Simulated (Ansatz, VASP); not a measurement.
# Cross-check of SnSe2 between VASP and Ansatz

One calculation is typed for both programs; each brings its own data sets and cutoff. How far apart do they land?

Program: Ansatz 0.2.0. Level of theory: plane waves, with VASP 6.6.1 beside it; band structure at HSE06. Results are calculated unless marked as measured.

## (1) The structure

It takes space group P-3m1 (No. 164, trigonal). The conventional cell has a = 3.811 Å, b = 3.811 Å, c = 6.136 Å, α = 90.00°, β = 90.00°, γ = 120.00°. Nearest to Sn lie 6 Se at 2.68 Å. Se has 3 Sn at 2.68 Å nearest. Farther neighbours and most contacts between anions are not listed.

## (2) VASP: band structure, HSE06

Levels along a path test the potential and the projectors away from the mesh points.

Lines of VASP's logs that name or quote its potential files are left out, and so is its time.

The run reads the wave functions of an earlier VASP run, which isn't shown here.

INCAR

```
SYSTEM = SnSe2
PREC = Accurate
ENCUT = 400
EDIFF = 1E-06
NELM = 100
ISMEAR = 0
SIGMA = 0.02
LREAL = .FALSE.
ALGO = Normal
LHFCALC = .TRUE.
AEXX = 0.25
GGA = PE
HFSCREEN = 0.2
LASPH = .TRUE.
NBANDS = 19
PRECFOCK = Fast
LORBIT = 11
LWAVE = .FALSE.
LCHARG = .FALSE.
KPAR = 4
```

POSCAR

```
SnSe2
1.0
    3.8110000000      0.0000000000      0.0000000000
   -1.9055000000      3.3004228138      0.0000000000
    0.0000000000      0.0000000000      6.1360000000
Sn Se
1 2
Direct
    0.0000000000      0.0000000000      0.0000000000
    0.3333333333      0.6666666667      0.2490000000
    0.6666666667      0.3333333333      0.7510000000
```

KPOINTS

```
Automatic mesh
0
Gamma
4 4 3
0 0 0
```

KPOINTS_OPT

```
Line mode
6
Line-mode
Reciprocal
  0.00000000   0.00000000   0.00000000 GAMMA
  0.50000000   0.00000000   0.00000000 M

  0.50000000   0.00000000   0.00000000 M
  0.33333333   0.33333333   0.00000000 K

  0.33333333   0.33333333   0.00000000 K
  0.00000000   0.00000000   0.00000000 GAMMA

  0.00000000   0.00000000   0.00000000 GAMMA
  0.00000000   0.00000000   0.50000000 A

  0.00000000   0.00000000   0.50000000 A
  0.50000000   0.00000000   0.50000000 L

  0.50000000   0.00000000   0.50000000 L
  0.33333333   0.33333333   0.50000000 H

  0.33333333   0.33333333   0.50000000 H
  0.00000000   0.00000000   0.50000000 A

  0.50000000   0.00000000   0.50000000 L
  0.50000000   0.00000000   0.00000000 M

  0.33333333   0.33333333   0.00000000 K
  0.33333333   0.33333333   0.50000000 H
```

The projector-augmented-wave data sets are Sn_d and Se (PBE family, release 64).

On the command line:

```
mpirun -np 4 vasp_std
```

Numbers of over 12 decimals in the logs are rounded to 6 here.

The program printed:

```text
[banner, memory and clock lines left out]
running    4 mpi-ranks, on    1 nodes
 distrk:  each k-point on    1 cores,    4 groups
 distr:  one band on    1 cores,    1 groups

 POSCAR found type information on POSCAR SnSe
 POSCAR found :  2 types and       3 ions
 LDA part: xc-table for (Slater+PW92), standard interpolation
 found WAVECAR, reading the header
 POSCAR, INCAR and KPOINTS ok, starting setup
 FFT: planning ... GRIDC
 FFT: planning ... GRID_SOFT
 FFT: planning ... GRID
 reading WAVECAR
 the WAVECAR file was read successfully
 initial charge from wavefunction
 entering main loop
       N       E                     dE             d eps       ncg     rms          rms(c)
DAV:   1    -0.144771638448E+02   -0.14477E+02   -0.69562E-01   345   0.718E+00    0.216E+00
DAV:   2    -0.144862701374E+02   -0.91063E-02   -0.44009E-02   374   0.124E+00    0.142E+00
DAV:   3    -0.144846261968E+02    0.16439E-02   -0.35857E-03   479   0.405E-01    0.848E-01
DAV:   4    -0.144841993259E+02    0.42687E-03   -0.63316E-04   399   0.178E-01    0.479E-01
DAV:   5    -0.144840529749E+02    0.14635E-03   -0.10301E-04   378   0.902E-02    0.269E-01
DAV:   6    -0.144840015340E+02    0.51441E-04   -0.36411E-05   360   0.522E-02    0.147E-01
DAV:   7    -0.144839872289E+02    0.14305E-04   -0.12750E-05   378   0.264E-02    0.812E-02
DAV:   8    -0.144839834628E+02    0.37661E-05   -0.27670E-06   354   0.125E-02    0.458E-02
DAV:   9    -0.144839826851E+02    0.77773E-06   -0.71018E-07   189   0.706E-03
   1 F= -.14483983E+02 E0= -.14483983E+02  d E =-.279974E-29
 Start KPOINTS_OPT (optional k-point list driver)
k-point batch [1-9\54]
       N       E                     dE             ncg
DAV:   1     0.803571581967E+02   -0.43020E+04      351
DAV:   2    -0.178027071346E+04   -0.18606E+04      369
DAV:   3    -0.202756652162E+04   -0.24730E+03      399
DAV:   4    -0.204295511838E+04   -0.15389E+02      398
DAV:   5    -0.204331138380E+04   -0.35627E+00      453
DAV:   6    -0.204331814224E+04   -0.67584E-02      414
DAV:   7    -0.204331838575E+04   -0.24352E-03      499
DAV:   8    -0.204331839037E+04   -0.46105E-05      355
DAV:   9    -0.204331839059E+04   -0.22453E-06      280
[...]
k-point batch [46-54\54]
       N       E                     dE             ncg
DAV:   1    -0.125704442352E+03   -0.73379E+04      348
DAV:   2    -0.189642136861E+04   -0.17707E+04      353
DAV:   3    -0.210122119602E+04   -0.20480E+03      391
DAV:   4    -0.211013956472E+04   -0.89184E+01      426
DAV:   5    -0.211034044622E+04   -0.20088E+00      467
DAV:   6    -0.211034564843E+04   -0.52022E-02      470
DAV:   7    -0.211034590455E+04   -0.25612E-03      516
DAV:   8    -0.211034590746E+04   -0.29070E-05      406
DAV:   9    -0.211034590753E+04   -0.76285E-07      307
```

From OUTCAR (step 2):

```text
ion  position               nearest neighbor table
   1  0.000  0.000  0.000-   2 2.68   3 2.68   2 2.68   3 2.68   3 2.68   2 2.68
   2  0.333  0.667  0.249-   1 2.68   1 2.68   1 2.68
   3  0.667  0.333  0.751-   1 2.68   1 2.68   1 2.68

  LATTYP: Found a hexagonal cell.
 ALAT       =     3.8110000000
 C/A-ratio  =     1.6100760955

 Subroutine GETGRP returns: Found 12 space group operations
 (whereof 12 operations were pure point group operations)

The static configuration has the point symmetry D_3d.

 Found      9 irreducible k-points:

   k-points           NKPTS =      9   k-points in BZ     NKDIM =     48   number of bands    NBANDS=     19

   dimension x,y,z NGX =    28 NGY =   28 NGZ =   40
   dimension x,y,z NGXF=    56 NGYF=   56 NGZF=   80

   ENCUT  =  400.0 eV  29.40 Ry    5.42 a.u.   6.21  6.21 10.01*2*pi/ulx,y,z

   NELECT =      26.0000    total number of electrons

 k-points in reciprocal lattice and weights: Automatic mesh
   0.00000000  0.00000000  0.00000000       0.021
   0.25000000 -0.00000000  0.00000000       0.125
   0.50000000 -0.00000000  0.00000000       0.062
   0.25000000  0.25000000  0.00000000       0.125
   0.00000000  0.00000000  0.33333333       0.042
   0.25000000 -0.00000000  0.33333333       0.125
   0.00000000  0.25000000  0.33333333       0.125
   0.50000000 -0.00000000  0.33333333       0.125
   0.25000000  0.25000000  0.33333333       0.250

  exchange ACFDT corr.  =         0.00000000  see jH, gK, PRB 81, 115126

 average (electrostatic) potential at core
       1 -96.7944       2 -49.6498       3 -49.6498

 E-fermi :   3.7469

 k-point     1 :       0.0000    0.0000    0.0000
  band No.  band energies     occupation
    ...
      9       2.8563      2.00000
     10       2.8563      2.00000
     11       3.2189      2.00000
     12       3.2189      2.00000
     13       3.5923      2.00000
     14       5.5304      0.00000
     15       7.4298      0.00000
     16       9.2344      0.00000
     17       9.2344      0.00000
     18      12.7642      0.00000
    ...

 k-point     2 :       0.2500   -0.0000    0.0000
  band No.  band energies     occupation
    ...
      9      -0.2991      2.00000
     10       1.1197      2.00000
     11       1.4572      2.00000
     12       3.3768      2.00000
     13       3.4963      2.00000
     14       6.4295      0.00000
     15       8.5148      0.00000
     16      10.0767      0.00000
     17      10.3640      0.00000
     18      11.2182      0.00000
    ...

 k-point     3 :       0.5000   -0.0000    0.0000
  band No.  band energies     occupation
    ...
      9      -1.2529      2.00000
     10       0.4415      2.00000
     11       0.6996      2.00000
     12       2.3823      2.00000
     13       3.3055      2.00000
     14       5.4549      0.00000
     15       8.3184      0.00000
     16       9.9382      0.00000
     17      10.1259      0.00000
     18      12.0641      0.00000
    ...

  energy-cutoff  :      400.00
  volume of cell :       77.18
      direct lattice vectors                 reciprocal lattice vectors
     3.811000000  0.000000000  0.000000000     0.262398321  0.151495741  0.000000000
    -1.905500000  3.300422814  0.000000000     0.000000000  0.302991482  0.000000000
     0.000000000  0.000000000  6.136000000     0.000000000  0.000000000  0.162972621

 POSITION                                       TOTAL-FORCE (eV/Angst)
 -----------------------------------------------------------------------------------
      0.00000      0.00000      0.00000         0.000000     -0.000000     -0.000000
     -0.00000      2.20028      1.52786         0.000000      0.000000      0.250180
      1.90550      1.10014      4.60814        -0.000000     -0.000000     -0.250180
 -----------------------------------------------------------------------------------
    total drift:                               -0.000002     -0.000002      0.000002

  FREE ENERGIE OF THE ION-ELECTRON SYSTEM (eV)
  ---------------------------------------------------
  free  energy   TOTEN  =       -14.4839826851 eV

  energy  without entropy=      -14.4839826851  energy(sigma->0) =      -14.48398269

 total charge
# of ion       s       p       d       tot
------------------------------------------
    1        1.029   1.068  10.130  12.227
    2        1.491   2.389   0.029   3.910
    3        1.491   2.389   0.029   3.910
--------------------------------------------------
tot          4.012   5.847  10.189  20.047

[... 3 further parts left out ...]
```

The k-mesh is coarse for exact exchange; levels may shift by about 0.1 eV on a finer one.

[end of part 1 of 2]

[Lines on the potential files, build, host, timing and source positions are cut from VASP's logs without a mark.]

[Logs are printed without paths, hosts, clocks, repeated set-up lines and the standing remarks that a program may print on its own settings, such as how far it seeks lower states.]

[Hosts, paths, dates, database ids (printed as entryN), source tags and the programs' standing remarks are cut or masked in the printed files.]
